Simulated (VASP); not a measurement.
Input:

```yaml
crystal:
  lattice:
    - [0.00000, 2.63965, 2.63965]
    - [2.63965, 0.00000, 2.63965]
    - [2.63965, 2.63965, 0.00000]
  atoms:
    - { symbol: Mg, position: [0.00000, 0.00000, 0.00000] }
    - { symbol: S, position: [0.50000, 0.50000, 0.50000] }
```

Method: PBEsol GGA, VASP's PBE PAW potentials (set 64) (plane waves; VASP). Run with 520 eV cut-off, 9×9×9 Γ-centred mesh, Gaussian smearing of 0.050 eV, potentials Mg S.

Task: Give the stress tensor in GPa (positive for a compressed cell).

Result: 
```
-4.09   0.00   0.00
 0.00  -4.09   0.00
 0.00   0.00  -4.09
```
The pressure is its mean diagonal, -4.09 GPa.

The compound is MgS in the rock salt structure. This cell is one point of a volume scan, at 1.06 of the reference volume.
